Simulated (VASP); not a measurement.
# Interstitial N in Co, part 2 of 4

How easily does interstitial N form in Co? The host is relaxed first, then a supercell is run with and without the defect.

VASP 6.6.1, plane waves and PAW; the level of theory is named at each step.

Still holding for the runs below: The magnetic state follows from one typed start and may not be the lowest.

So far. Step 2 (Relax the host again, on a new basis): The start already met the threshold, so nothing moved.

## (3) The supercell without the defect

Level of this step: PBEsol, spin-polarised from a ferromagnetic start; plane waves and PAW (Co) (VASP).

System of this step: Co. Symmetry: P6_3/mmc, No. 194, hexagonal system. The conventional cell has a = 2.453 Å, b = 2.453 Å, c = 3.959 Å, α = 90.00°, β = 90.00°, γ = 120.00°. Nearest to Co lie 12 Co at 2.43 to 2.45 Å.

The same cell, mesh and cutoff without the defect give the energy to subtract and, in a gapped host, the band edges to count from, so that most errors cancel.

File INCAR:

```
SYSTEM = Co
PREC = Normal
ENCUT = 400
EDIFF = 1E-05
NELM = 120
ISMEAR = 1
SIGMA = 0.2
LREAL = Auto
ALGO = Fast
GGA = PS
NBANDS = 234
ISPIN = 2
MAGMOM = 2 2 2 2 2 2 2 2 2 2 2 2 2 2 2 2 2 2 2 2 2 2 2 2 2 2 2 2 2 2 2 2 2 2 2 2
LASPH = .TRUE.
LMAXMIX = 4
LORBIT = 11
LWAVE = .FALSE.
LCHARG = .FALSE.
KPAR = 4
NCORE = 2
```

File POSCAR:

```
Co
1.0
    7.3596237477      0.0000000000      0.0000000000
   -3.6798118740      6.3736211277      0.0000000000
    0.0000000000      0.0000000000      7.9186529988
Co
36
Direct
    0.0000000000      0.0000000000      0.0000000000
    0.0000000000      0.0000000000      0.5000000000
    0.0000000000      0.3333333333      0.0000000000
    0.0000000000      0.3333333333      0.5000000000
    0.0000000000      0.6666666667      0.0000000000
    0.0000000000      0.6666666667      0.5000000000
    0.3333333333      0.0000000000      0.0000000000
    0.3333333333      0.0000000000      0.5000000000
    0.3333333333      0.3333333333      0.0000000000
    0.3333333333      0.3333333333      0.5000000000
    0.3333333333      0.6666666667      0.0000000000
    0.3333333333      0.6666666667      0.5000000000
    0.6666666667      0.0000000000      0.0000000000
    0.6666666667      0.0000000000      0.5000000000
    0.6666666667      0.3333333333      0.0000000000
    0.6666666667      0.3333333333      0.5000000000
    0.6666666667      0.6666666667      0.0000000000
    0.6666666667      0.6666666667      0.5000000000
    0.1111111111      0.2222222222      0.2500000000
    0.1111111111      0.2222222222      0.7500000000
    0.1111111111      0.5555555556      0.2500000000
    0.1111111111      0.5555555556      0.7500000000
    0.1111111111      0.8888888889      0.2500000000
    0.1111111111      0.8888888889      0.7500000000
    0.4444444444      0.2222222222      0.2500000000
    0.4444444444      0.2222222222      0.7500000000
    0.4444444444      0.5555555556      0.2500000000
    0.4444444444      0.5555555556      0.7500000000
    0.4444444444      0.8888888889      0.2500000000
    0.4444444444      0.8888888889      0.7500000000
    0.7777777778      0.2222222222      0.2500000000
    0.7777777778      0.2222222222      0.7500000000
    0.7777777778      0.5555555556      0.2500000000
    0.7777777778      0.5555555556      0.7500000000
    0.7777777778      0.8888888889      0.2500000000
    0.7777777778      0.8888888889      0.7500000000
```

File KPOINTS:

```
Automatic mesh
0
Gamma
5 5 4
0 0 0
```

PAW data sets: Co (PBE family, release 64).

Launch:

```
$ mpirun -np 8 vasp_std
```

What it wrote:

```text
[banner, memory and clock lines left out]
running    8 mpi-ranks, on    1 nodes
 distrk:  each k-point on    2 cores,    4 groups
 distr:  one band on    2 cores,    1 groups

 POSCAR found type information on POSCAR Co
 POSCAR found :  1 types and      36 ions
 [... a notice as in an earlier step ...]

 LDA part: xc-table for (Slater+PW92), standard interpolation
 POSCAR, INCAR and KPOINTS ok, starting setup
 FFT: planning ... GRIDC
 FFT: planning ... GRID_SOFT
 FFT: planning ... GRID
 WAVECAR not read
 entering main loop
       N       E                     dE             d eps       ncg     rms          rms(c)
DAV:   1     0.255570009349E+04    0.25557E+04   -0.10668E+05 14040   0.159E+03
DAV:   2     0.100725353366E+02   -0.25456E+04   -0.23757E+04 14040   0.361E+02
DAV:   3    -0.306144314124E+03   -0.31622E+03   -0.24733E+03 14042   0.161E+02
DAV:   4    -0.322244825305E+03   -0.16101E+02   -0.15694E+02 14904   0.441E+01
DAV:   5    -0.322539442662E+03   -0.29462E+00   -0.29445E+00 20912   0.474E+00    0.708E+01
RMM:   6    -0.284144055875E+03    0.38395E+02   -0.33823E+02 14558   0.722E+01    0.301E+01
RMM:   7    -0.279244703386E+03    0.48994E+01   -0.49617E+01 14440   0.309E+01    0.192E+01
RMM:   8    -0.278826401451E+03    0.41830E+00   -0.22081E+00 15456   0.267E+00    0.713E+00
RMM:   9    -0.278571315375E+03    0.25509E+00   -0.57972E-01 16138   0.133E+00    0.199E+00
RMM:  10    -0.278571108488E+03    0.20689E-03   -0.69728E-02 16586   0.713E-01    0.814E-01
RMM:  11    -0.278573651094E+03   -0.25426E-02   -0.24489E-02 17246   0.344E-01    0.270E-01
RMM:  12    -0.278574425068E+03   -0.77397E-03   -0.52421E-03 18862   0.171E-01    0.245E-01
RMM:  13    -0.278574440159E+03   -0.15091E-04   -0.14453E-03 16400   0.102E-01    0.106E-01
RMM:  14    -0.278574481235E+03   -0.41076E-04   -0.45646E-04 17541   0.571E-02    0.157E-02
RMM:  15    -0.278574493379E+03   -0.12144E-04   -0.17111E-04 13530   0.194E-02    0.142E-02
RMM:  16    -0.278574496263E+03   -0.28845E-05   -0.21762E-05  9250   0.859E-03
   1 F= -.27857450E+03 E0= -.27858438E+03  d E =0.296536E-01  mag=    57.0007
```

The job ended after 6.3 min (8 MPI ranks of Intel Xeon Platinum 8488C (Sapphire Rapids), shared host; peak memory 4.8 GiB).

OUTCAR, selected parts (step 3):

```text
  LATTYP: Found a hexagonal cell.
 ALAT       =     7.3596237477
 C/A-ratio  =     1.0759589444

 Found     15 irreducible k-points:

   k-points           NKPTS =     15   k-points in BZ     NKDIM =     15   number of bands    NBANDS=    234

   dimension x,y,z NGX =    36 NGY =   36 NGZ =   40
   dimension x,y,z NGXF=    72 NGYF=   72 NGZF=   80

   ENCUT  =  400.0 eV  29.40 Ry    5.42 a.u.  12.00 12.00 12.91*2*pi/ulx,y,z

   NELECT =     324.0000    total number of electrons

 E-fermi :  10.7875

 spin component 1
 k-point     1 :       0.0000    0.0000    0.0000
  band No.  band energies     occupation
    ...
    186      10.2943      1.00135
    187      10.2943      1.00135
    188      10.2943      1.00135
    189      10.2943      1.00135
    190      10.6557      0.94471
    191      10.9709     -0.01420
    192      10.9709     -0.01420
    193      10.9709     -0.01420
    194      10.9709     -0.01420
    195      10.9709     -0.01420
    ...

 k-point     2 :       0.2000   -0.0000    0.0000
  band No.  band energies     occupation
    ...
    187      10.5454      1.03543
    188      10.5454      1.03543
    189      10.5570      1.03457
    190      10.5570      1.03457
    191      10.7693      0.57686
    192      10.8344      0.30771
    193      10.8344      0.30771
    194      10.8344      0.30771
    195      10.8344      0.30770
    196      11.4642     -0.00001
    ...

 k-point     3 :       0.4000    0.0000    0.0000
  band No.  band energies     occupation
    ...
    184      10.2562      1.00056
    185      10.2928      1.00130
    186      10.2928      1.00130
    187      10.3254      1.00259
    188      10.3493      1.00411
    189      10.8029      0.43504
    190      10.8029      0.43504
    191      10.8029      0.43504
    192      10.8029      0.43504
    193      11.4450     -0.00002
    ...

 k-point     4 :       0.2000    0.2000    0.0000
  band No.  band energies     occupation
    ...
    187      10.4361      1.01613
    188      10.4361      1.01613
    189      10.4361      1.01613
    190      10.5689      1.03228
    191      10.5689      1.03228
    192      11.5173     -0.00000
    193      11.5173     -0.00000
    194      11.5173     -0.00000
    195      11.5173     -0.00000
    196      11.5327     -0.00000
    ...

  Total       -0.6778602     -0.6778602     -1.4657414      0.0000000     -0.0000000      0.0000000
  in kB       -2.9238665     -2.9238665     -6.3222951      0.0000000     -0.0000000      0.0000000
  external PRESSURE =      -4.0566760 kB  Pullay stress =       0.0000000 kB

  energy-cutoff  :      400.00
  volume of cell :      371.44
      direct lattice vectors                 reciprocal lattice vectors
     7.359623748  0.000000000  0.000000000     0.135876511  0.078448340  0.000000000
    -3.679811874  6.373621128  0.000000000     0.000000000  0.156896681  0.000000000
     0.000000000  0.000000000  7.918652999     0.000000000  0.000000000  0.126284104

 POSITION                                       TOTAL-FORCE (eV/Angst)
 -----------------------------------------------------------------------------------
      0.00000      0.00000      0.00000        -0.000000      0.000000     -0.000000
      0.00000      0.00000      3.95933         0.000000     -0.000000     -0.000000
     -1.22660      2.12454      0.00000        -0.000000      0.000000      0.000000
     -1.22660      2.12454      3.95933        -0.000000      0.000000      0.000000
     -2.45321      4.24908      0.00000         0.000000     -0.000000      0.000000
     -2.45321      4.24908      3.95933        -0.000000      0.000000     -0.000000
      2.45321      0.00000      0.00000        -0.000000      0.000000     -0.000000
      2.45321      0.00000      3.95933        -0.000000     -0.000000     -0.000000
      1.22660      2.12454      0.00000        -0.000000      0.000000      0.000000
      1.22660      2.12454      3.95933        -0.000000      0.000000     -0.000000
     -0.00000      4.24908      0.00000        -0.000000      0.000000     -0.000000
     -0.00000      4.24908      3.95933        -0.000000      0.000000      0.000000
      4.90642      0.00000      0.00000        -0.000000      0.000000     -0.000000
      4.90642      0.00000      3.95933        -0.000000     -0.000000     -0.000000
      3.67981      2.12454      0.00000        -0.000000      0.000000      0.000000
      3.67981      2.12454      3.95933        -0.000000      0.000000     -0.000000
      2.45321      4.24908      0.00000        -0.000000      0.000000     -0.000000
      2.45321      4.24908      3.95933        -0.000000      0.000000      0.000000
     -0.00000      1.41636      1.97966         0.000000     -0.000000      0.000000
     -0.00000      1.41636      5.93899         0.000000      0.000000      0.000000
     -1.22660      3.54090      1.97966         0.000000     -0.000000      0.000000
     -1.22660      3.54090      5.93899         0.000000      0.000000     -0.000000
     -2.45321      5.66544      1.97966         0.000000     -0.000000     -0.000000
     -2.45321      5.66544      5.93899         0.000000     -0.000000      0.000000
      2.45321      1.41636      1.97966         0.000000      0.000000     -0.000000
      2.45321      1.41636      5.93899         0.000000      0.000000      0.000000
      1.22660      3.54090      1.97966         0.000000     -0.000000      0.000000
      1.22660      3.54090      5.93899        -0.000000     -0.000000     -0.000000
     -0.00000      5.66544      1.97966         0.000000     -0.000000      0.000000
     -0.00000      5.66544      5.93899         0.000000     -0.000000     -0.000000
      4.90642      1.41636      1.97966         0.000000     -0.000000      0.000000
      4.90642      1.41636      5.93899        -0.000000      0.000000      0.000000
      3.67981      3.54090      1.97966         0.000000     -0.000000      0.000000
      3.67981      3.54090      5.93899        -0.000000     -0.000000     -0.000000
      2.45321      5.66544      1.97966         0.000000     -0.000000      0.000000
      2.45321      5.66544      5.93899         0.000000     -0.000000     -0.000000
 -----------------------------------------------------------------------------------
    total drift:                               -0.000000      0.000000     -0.000000

  FREE ENERGIE OF THE ION-ELECTRON SYSTEM (eV)
  ---------------------------------------------------
  free  energy   TOTEN  =      -278.5744962633 eV

  energy  without entropy=     -278.6041498797  energy(sigma->0) =     -278.58438080

 total charge
# of ion       s       p       d       tot
------------------------------------------
    1        0.511   0.571   7.290   8.372
    2        0.511   0.571   7.290   8.372
    3        0.511   0.571   7.290   8.372
    4        0.511   0.571   7.290   8.372
    5        0.511   0.571   7.290   8.372
    6        0.511   0.571   7.290   8.372
    7        0.511   0.571   7.290   8.372
    8        0.511   0.571   7.290   8.372
    9        0.511   0.571   7.290   8.372
   10        0.511   0.571   7.290   8.372
   11        0.511   0.571   7.290   8.372
   12        0.511   0.571   7.290   8.372
   13        0.511   0.571   7.290   8.372
   14        0.511   0.571   7.290   8.372
   15        0.511   0.571   7.290   8.372
   16        0.511   0.571   7.290   8.372
   17        0.511   0.571   7.290   8.372
   18        0.511   0.571   7.290   8.372
   19        0.511   0.571   7.290   8.372
   20        0.511   0.571   7.290   8.372
   21        0.511   0.571   7.290   8.372
   22        0.511   0.571   7.290   8.372
   23        0.511   0.571   7.290   8.372
   24        0.511   0.571   7.290   8.372
   25        0.511   0.571   7.290   8.372
   26        0.511   0.571   7.290   8.372
   27        0.511   0.571   7.290   8.372
   28        0.511   0.571   7.290   8.372
   29        0.511   0.571   7.290   8.372
   30        0.511   0.571   7.290   8.372
   31        0.511   0.571   7.290   8.372
   32        0.511   0.571   7.290   8.372
   33        0.511   0.571   7.290   8.372
   34        0.511   0.571   7.290   8.372
   35        0.511   0.571   7.290   8.372
   36        0.511   0.571   7.290   8.372
--------------------------------------------------
tot         18.408  20.543 262.440 301.391

 magnetization (x)
# of ion       s       p       d       tot
------------------------------------------
    1       -0.015  -0.051   1.654   1.589
    2       -0.015  -0.051   1.654   1.589
    3       -0.015  -0.051   1.654   1.589
    4       -0.015  -0.051   1.654   1.589
    5       -0.015  -0.051   1.654   1.589
    6       -0.015  -0.051   1.654   1.589
    7       -0.015  -0.051   1.654   1.589
    8       -0.015  -0.051   1.654   1.589
    9       -0.015  -0.051   1.654   1.589
   10       -0.015  -0.051   1.654   1.589
   11       -0.015  -0.051   1.654   1.589
   12       -0.015  -0.051   1.654   1.589
   13       -0.015  -0.051   1.654   1.589
   14       -0.015  -0.051   1.654   1.589
   15       -0.015  -0.051   1.654   1.589
   16       -0.015  -0.051   1.654   1.589
   17       -0.015  -0.051   1.654   1.589
   18       -0.015  -0.051   1.654   1.589
   19       -0.015  -0.051   1.654   1.589
   20       -0.015  -0.051   1.654   1.589
   21       -0.015  -0.051   1.654   1.589
   22       -0.015  -0.051   1.654   1.589
   23       -0.015  -0.051   1.654   1.589
   24       -0.015  -0.051   1.654   1.589
   25       -0.015  -0.051   1.654   1.589
   26       -0.015  -0.051   1.654   1.589
   27       -0.015  -0.051   1.654   1.589
   28       -0.015  -0.051   1.654   1.589
   29       -0.015  -0.051   1.654   1.589
   30       -0.015  -0.051   1.654   1.589
   31       -0.015  -0.051   1.654   1.589
   32       -0.015  -0.051   1.654   1.589
   33       -0.015  -0.051   1.654   1.589
   34       -0.015  -0.051   1.654   1.589
   35       -0.015  -0.051   1.654   1.589
   36       -0.015  -0.051   1.654   1.589
--------------------------------------------------
tot         -0.533  -1.821  59.544  57.190

[... 2 parts as in an earlier step ...]

[... 11 further parts left out ...]
```

This step gave:

* electronic cycles: 16
* electrons: 324
* free energy (TOTEN): -278.5745 eV
* energy at zero smearing: -278.5844 eV
* moment of the cell, from the last line of the log: 57.00 μB

Spin moment in the PAW sphere by element, in μB:

```
element  atoms  mean  spread (r.m.s.)  least  largest
     Co     36  1.59             0.00   1.59     1.59
```

The atoms farthest from the mean of their element:

```
atom        x, y, z (Å)  spin moment in the PAW sphere (μB)
 Co1   0.00, 0.00, 0.00                                1.59
 Co2   0.00, 0.00, 3.96                                1.59
 Co3  -1.23, 2.12, 0.00                                1.59
 Co4  -1.23, 2.12, 3.96                                1.59
 Co5  -2.45, 4.25, 0.00                                1.59
 Co6  -2.45, 4.25, 3.96                                1.59
 Co7   2.45, 0.00, 0.00                                1.59
 Co8   2.45, 0.00, 3.96                                1.59
```

The host is treated as a metal, as its relaxation found a gap under 0.3 eV or none, and only the neutral defect is run.

(Part 2 of 4 ends here.)

[Lines on the potential files, build, host, timing and source positions are cut from VASP's logs without a mark.]

[Logs are printed without paths, hosts, clocks, repeated set-up lines and the standing remarks that a program may print on its own settings, such as how far it seeks lower states.]

[Hosts, paths, dates, database ids (printed as entryN), source tags and the programs' standing remarks are cut or masked in the printed files.]

[In band tables of VASP the shares of atoms and orbitals are scaled to a sum of 1 inside the atoms' spheres.]

[Runs that stopped without an error message from VASP are left out.]
